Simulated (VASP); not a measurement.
# MgO: the band gap, functional by functional, part 2 of 2

How does the band gap of MgO depend on the functional? The starting structure is a cell with measured lattice constants from the literature and the atomic positions of a Crystallography Open Database entry. Cell and atoms stay as given. Meshes and data sets differ where the inputs say so.

VASP 6.6.1.

Results so far: LDA 4.653 eV; PBE 4.723 eV; r2SCAN 5.601 eV; TB-mBJ 6.760 eV.

## (6) Bands with HSE06

Level of this step: HSE06; plane waves and PAW (Mg, O) (VASP).

HSE06 mixes in a quarter of exact exchange at short range, at far higher cost; in semiconductors this cures much of the gap error, while metals seldom gain. This run uses a 6×6×6 mesh. Its starting orbitals come from a semilocal run on the same mesh, not shown.

File INCAR:

```
SYSTEM = MgO
PREC = Accurate
ENCUT = 460
EDIFF = 1E-06
NELM = 100
ISMEAR = 0
SIGMA = 0.03
LREAL = .FALSE.
ALGO = Normal
LHFCALC = .TRUE.
AEXX = 0.25
GGA = PE
HFSCREEN = 0.2
LASPH = .TRUE.
NBANDS = 10
PRECFOCK = Fast
LORBIT = 11
LWAVE = .FALSE.
LCHARG = .FALSE.
KPAR = 4
```

File POSCAR:

```
MgO
1.0
    0.0000000000      2.1064000000      2.1064000000
    2.1064000000      0.0000000000      2.1064000000
    2.1064000000      2.1064000000      0.0000000000
Mg O
1 1
Direct
    0.0000000000      0.0000000000      0.0000000000
    0.5000000000      0.5000000000      0.5000000000
```

File KPOINTS:

```
Automatic mesh
0
Gamma
6 6 6
0 0 0
```

File KPOINTS_OPT:

```
Line mode
10
Line-mode
Reciprocal
  0.00000000   0.00000000   0.00000000 GAMMA
  0.50000000   0.00000000   0.50000000 X

  0.50000000   0.00000000   0.50000000 X
  0.50000000   0.25000000   0.75000000 W

  0.50000000   0.25000000   0.75000000 W
  0.37500000   0.37500000   0.75000000 K

  0.37500000   0.37500000   0.75000000 K
  0.00000000   0.00000000   0.00000000 GAMMA

  0.00000000   0.00000000   0.00000000 GAMMA
  0.50000000   0.50000000   0.50000000 L

  0.50000000   0.50000000   0.50000000 L
  0.62500000   0.25000000   0.62500000 U

  0.62500000   0.25000000   0.62500000 U
  0.50000000   0.25000000   0.75000000 W

  0.50000000   0.25000000   0.75000000 W
  0.50000000   0.50000000   0.50000000 L

  0.50000000   0.50000000   0.50000000 L
  0.37500000   0.37500000   0.75000000 K

  0.62500000   0.25000000   0.62500000 U
  0.50000000   0.00000000   0.50000000 X
```

PAW data sets: Mg and O (PBE family, release 64).

Started as:

```sh
mpirun -np 4 vasp_std
```

Numbers of over 12 decimals in the logs are rounded to 6 here.

Log:

```text
[banner, memory and clock lines left out]
running    4 mpi-ranks, on    1 nodes
[...]
LDA part: xc-table for (Slater+PW92), standard interpolation
 found WAVECAR, reading the header
 POSCAR, INCAR and KPOINTS ok, starting setup
[...]
reading WAVECAR
 the WAVECAR file was read successfully
 initial charge from wavefunction
 entering main loop
       N       E                     dE             d eps       ncg     rms          rms(c)
DAV:   1    -0.142486842410E+02   -0.14249E+02   -0.90855E-01   320   0.649E+00    0.723E-01
DAV:   2    -0.142375896928E+02    0.11095E-01   -0.29941E-02   334   0.151E+00    0.322E-01
DAV:   3    -0.142362889638E+02    0.13007E-02   -0.13932E-02   324   0.704E-01    0.225E-01
DAV:   4    -0.142360847289E+02    0.20423E-03   -0.21273E-04   332   0.116E-01    0.141E-01
[...]
DAV:   8    -0.142358102179E+02    0.60527E-05   -0.31903E-06   324   0.152E-02    0.137E-02
DAV:   9    -0.142358082656E+02    0.19523E-05   -0.73937E-07   162   0.952E-03    0.820E-03
DAV:  10    -0.142358076770E+02    0.58861E-06   -0.27718E-07   160   0.664E-03
   1 F= -.14235808E+02 E0= -.14235808E+02  d E =-.102392E-27
 Start KPOINTS_OPT (optional k-point list driver)
k-point batch [1-16\100]
       N       E                     dE             ncg
DAV:   1     0.117823270967E+03   -0.41738E+04      344
DAV:   2    -0.471189563931E+03   -0.58901E+03      370
DAV:   3    -0.490909390274E+03   -0.19720E+02      394
DAV:   4    -0.491062341983E+03   -0.15295E+00      376
DAV:   5    -0.491062649132E+03   -0.30715E-03      378
DAV:   6    -0.491062650187E+03   -0.10557E-05      376
DAV:   7    -0.491062650191E+03   -0.34919E-08      322
[...]
k-point batch [97-100\100]
       N       E                     dE             ncg
DAV:   1     0.424793457854E+04   -0.14971E+04       96
DAV:   2     0.413645490653E+04   -0.11148E+03       92
DAV:   3     0.413338257167E+04   -0.30723E+01       92
DAV:   4     0.413335834969E+04   -0.24222E-01       94
DAV:   5     0.413335829174E+04   -0.57952E-04      112
DAV:   6     0.413335829161E+04   -0.13279E-06      104
```

The job ended after 1.7 min (4 MPI ranks of Intel Xeon 6975P-C (Granite Rapids), shared host; peak memory 0.95 GiB; 6.7 min of CPU time).

Parts of OUTCAR (step 6):

```text
 POSITION                                       TOTAL-FORCE (eV/Angst)
 -----------------------------------------------------------------------------------
      0.00000      0.00000      0.00000         0.000000      0.000000      0.000000
      2.10640      2.10640      2.10640        -0.000000     -0.000000     -0.000000
 -----------------------------------------------------------------------------------
    total drift:                                0.000198      0.000251      0.000251

  FREE ENERGIE OF THE ION-ELECTRON SYSTEM (eV)
  ---------------------------------------------------
  free  energy   TOTEN  =       -14.2358076770 eV

  energy  without entropy=      -14.2358076770  energy(sigma->0) =      -14.23580768

[... 1 part as in an earlier step ...]

[... 2 further parts left out ...]
[key lines of the parts left out:]
E-fermi :   2.1472
```

HSE06 gives a direct gap of 6.458 eV. The least gap is +1.805 eV from that of LDA, on another mesh, which alone can move a gap by some hundredths of an eV.

## (7) Bands with PBE0

PBE0 keeps a quarter of exact exchange at all ranges; it tends to overshoot small gaps. This run uses a 6×6×6 mesh. It starts from the orbitals of an earlier run, not shown.

Edit INCAR of step 6 so:

```diff
@@ -12,3 +12,2 @@
 GGA = PE
-HFSCREEN = 0.2
 LASPH = .TRUE.
@@ -16,2 +15,3 @@
 PRECFOCK = Fast
+HFRCUT = -1
 LORBIT = 11
```

POSCAR is that of step 6.

KPOINTS is that of step 6.

KPOINTS_OPT is that of step 6.

Started as:

```sh
mpirun -np 4 vasp_std
```

Log:

```text
[banner, memory and clock lines left out]
running    4 mpi-ranks, on    1 nodes
[...]
LDA part: xc-table for (Slater+PW92), standard interpolation
 found WAVECAR, reading the header
 POSCAR, INCAR and KPOINTS ok, starting setup
[...]
HFRCUT set to (new)   9.878080
 reading WAVECAR
 the WAVECAR file was read successfully
 initial charge from wavefunction
 entering main loop
       N       E                     dE             d eps       ncg     rms          rms(c)
DAV:   1    -0.147996566266E+02   -0.14800E+02   -0.88646E-01   320   0.643E+00    0.711E-01
DAV:   2    -0.147908330597E+02    0.88236E-02   -0.24714E-02   334   0.148E+00    0.335E-01
DAV:   3    -0.147889001641E+02    0.19329E-02   -0.16108E-02   326   0.776E-01    0.220E-01
DAV:   4    -0.147888593591E+02    0.40805E-04   -0.50837E-04   332   0.142E-01    0.146E-01
[...]
DAV:   8    -0.147885627368E+02    0.64404E-05   -0.37915E-06   320   0.149E-02    0.135E-02
DAV:   9    -0.147885607777E+02    0.19591E-05   -0.92322E-07   160   0.926E-03    0.822E-03
DAV:  10    -0.147885601314E+02    0.64628E-06   -0.26719E-07   160   0.639E-03
   1 F= -.14788560E+02 E0= -.14788560E+02  d E =-.102830E-21
 Start KPOINTS_OPT (optional k-point list driver)
k-point batch [1-16\100]
       N       E                     dE             ncg
DAV:   1     0.746464612297E+02   -0.42170E+04      344
DAV:   2    -0.521932694162E+03   -0.59658E+03      370
DAV:   3    -0.541309938321E+03   -0.19377E+02      394
DAV:   4    -0.541459746096E+03   -0.14981E+00      378
DAV:   5    -0.541460051615E+03   -0.30552E-03      376
DAV:   6    -0.541460052717E+03   -0.11020E-05      376
DAV:   7    -0.541460052722E+03   -0.43913E-08      314
[...]
k-point batch [97-100\100]
       N       E                     dE             ncg
DAV:   1     0.423574145844E+04   -0.15093E+04       96
DAV:   2     0.412372589830E+04   -0.11202E+03       92
DAV:   3     0.412071084724E+04   -0.30151E+01       92
DAV:   4     0.412068719541E+04   -0.23652E-01       94
DAV:   5     0.412068713788E+04   -0.57538E-04      112
DAV:   6     0.412068713774E+04   -0.13980E-06      104
```

Elapsed: 93 s, on 4 MPI ranks; peak memory 0.6 GiB; 6.1 min of CPU time.

From OUTCAR (step 7):

```text
 POSITION                                       TOTAL-FORCE (eV/Angst)
 -----------------------------------------------------------------------------------
      0.00000      0.00000      0.00000         0.000000     -0.000000     -0.000000
      2.10640      2.10640      2.10640         0.000000      0.000000      0.000000
 -----------------------------------------------------------------------------------
    total drift:                               -0.000000     -0.000000     -0.000000

  FREE ENERGIE OF THE ION-ELECTRON SYSTEM (eV)
  ---------------------------------------------------
  free  energy   TOTEN  =       -14.7885601314 eV

  energy  without entropy=      -14.7885601314  energy(sigma->0) =      -14.78856013

[... 2 parts as in an earlier step ...]

[... 1 further part left out ...]
[key lines of the parts left out:]
E-fermi :   1.7375
```

PBE0 gives a direct gap of 7.181 eV. The least gap is +2.528 eV from that of LDA, on another mesh, which alone can move a gap by some hundredths of an eV.

## (8) Bands with r2SCAN-EpsX

Here the share of exact exchange is set to the inverse of the computed dielectric constant, since screening weakens exchange. This run uses a 6×6×6 mesh. It starts from the orbitals of an earlier run, not shown.

Edit INCAR of step 7 so:

```diff
@@ -10,4 +10,4 @@
 LHFCALC = .TRUE.
-AEXX = 0.25
-GGA = PE
+AEXX = 0.318
+METAGGA = R2SCAN
 LASPH = .TRUE.
```

POSCAR is that of step 7.

KPOINTS is that of step 7.

KPOINTS_OPT is that of step 7.

Started as:

```sh
mpirun -np 4 vasp_std
```

Log:

```text
[banner, memory and clock lines left out]
running    4 mpi-ranks, on    1 nodes
[...]
[... a notice as in an earlier step ...]

 LDA part: xc-table for (None), standard interpolation
 found WAVECAR, reading the header
 POSCAR, INCAR and KPOINTS ok, starting setup
[...]
HFRCUT set to (new)   9.878080
 reading WAVECAR
 the WAVECAR file was read successfully
 initial charge from wavefunction
 entering main loop
       N       E                     dE             d eps       ncg     rms          rms(c)
DAV:   1    -0.184988899746E+02   -0.18499E+02   -0.18556E+00   320   0.926E+00    0.885E-01
DAV:   2    -0.184952883409E+02    0.36016E-02   -0.37041E-02   332   0.197E+00    0.490E-01
DAV:   3    -0.184887211114E+02    0.65672E-02   -0.29089E-02   334   0.110E+00    0.294E-01
DAV:   4    -0.184886710516E+02    0.50060E-04   -0.29548E-03   342   0.325E-01    0.214E-01
[...]
DAV:  10    -0.184879481446E+02    0.25499E-05   -0.73231E-07   160   0.832E-03    0.685E-03
DAV:  11    -0.184879470391E+02    0.11056E-05   -0.24793E-07   160   0.619E-03    0.389E-03
DAV:  12    -0.184879465345E+02    0.50453E-06   -0.80893E-08   160   0.354E-03
   1 F= -.18487947E+02 E0= -.18487947E+02  d E =-.310943E-41
 Start KPOINTS_OPT (optional k-point list driver)
k-point batch [1-16\100]
       N       E                     dE             ncg
DAV:   1    -0.695199502749E+01   -0.42986E+04      344
DAV:   2    -0.641730626799E+03   -0.63478E+03      370
DAV:   3    -0.663118423407E+03   -0.21388E+02      394
DAV:   4    -0.663301925766E+03   -0.18350E+00      378
DAV:   5    -0.663302344592E+03   -0.41883E-03      376
DAV:   6    -0.663302346135E+03   -0.15425E-05      376
DAV:   7    -0.663302346141E+03   -0.61927E-08      324
[...]
k-point batch [97-100\100]
       N       E                     dE             ncg
DAV:   1     0.421166110399E+04   -0.15334E+04       96
DAV:   2     0.409300976305E+04   -0.11865E+03       92
DAV:   3     0.408976688664E+04   -0.32429E+01       90
DAV:   4     0.408973868450E+04   -0.28202E-01       92
DAV:   5     0.408973860611E+04   -0.78387E-04      110
DAV:   6     0.408973860591E+04   -0.20243E-06      102
```

It took 1.7 min on 4 MPI ranks; peak memory 0.62 GiB; 6.7 min of CPU time.

From OUTCAR (step 8):

```text
 POSITION                                       TOTAL-FORCE (eV/Angst)
 -----------------------------------------------------------------------------------
      0.00000      0.00000      0.00000         0.000000     -0.000000      0.000000
      2.10640      2.10640      2.10640        -0.000000      0.000000     -0.000000
 -----------------------------------------------------------------------------------
    total drift:                               -0.000000     -0.000000     -0.000000

  FREE ENERGIE OF THE ION-ELECTRON SYSTEM (eV)
  ---------------------------------------------------
  free  energy   TOTEN  =       -18.4879465345 eV

  energy  without entropy=      -18.4879465345  energy(sigma->0) =      -18.48794653

[... 2 parts as in an earlier step ...]

[... 1 further part left out ...]
[key lines of the parts left out:]
E-fermi :   1.1289
```

r2SCAN-EpsX gives a direct gap of 8.372 eV. The least gap is +3.719 eV from that of LDA, on another mesh, which alone can move a gap by some hundredths of an eV.

## (9) All runs side by side

| level | gap (eV) | least direct gap (eV) | mesh | core minutes |
| --- | --- | --- | --- | --- |
| LDA | 4.653 | 4.653 | 8×8×8 | 0.187 |
| PBE | 4.723 | 4.723 | 8×8×8 | 0.227 |
| r2SCAN | 5.601 | 5.601 | 8×8×8 | 0.64 |
| TB-mBJ | 6.76 | 6.76 | 8×8×8 | 0.853 |
| HSE06 | 6.458 | 6.458 | 6×6×6 | 6.73 |
| PBE0 | 7.181 | 7.181 | 6×6×6 | 6.2 |
| r2SCAN-EpsX | 8.372 | 8.372 | 6×6×6 | 6.8 |

Core minutes are wall time times ranks of the run shown, on a shared host.

## (10) Outcome

- gap, LDA: 4.653 eV
- gap, PBE: 4.723 eV
- gap, r2SCAN: 5.601 eV
- gap, TB-mBJ: 6.760 eV
- gap, HSE06: 6.458 eV
- gap, PBE0: 7.181 eV
- gap, r2SCAN-EpsX: 8.372 eV

In words: Without spin-orbit coupling the gap of MgO runs from 4.653 eV (LDA) to 8.372 eV (r2SCAN-EpsX). HSE06 gives +1.73 eV from PBE, on another mesh, which alone can move a gap by some hundredths of an eV. TB-mBJ lies +0.30 eV from HSE06, on another mesh, which alone can move a gap by some hundredths of an eV. These are gaps between Kohn-Sham or generalised Kohn-Sham levels of a static lattice, without excitons or temperature. Further runs on this material are not shown.

[Lines on the potential files, build, host, timing and source positions are cut from VASP's logs without a mark.]

[Logs are printed without paths, hosts, clocks, repeated set-up lines and the standing remarks that a program may print on its own settings, such as how far it seeks lower states.]

[Hosts, paths, dates, database ids (printed as entryN), source tags and the programs' standing remarks are cut or masked in the printed files.]
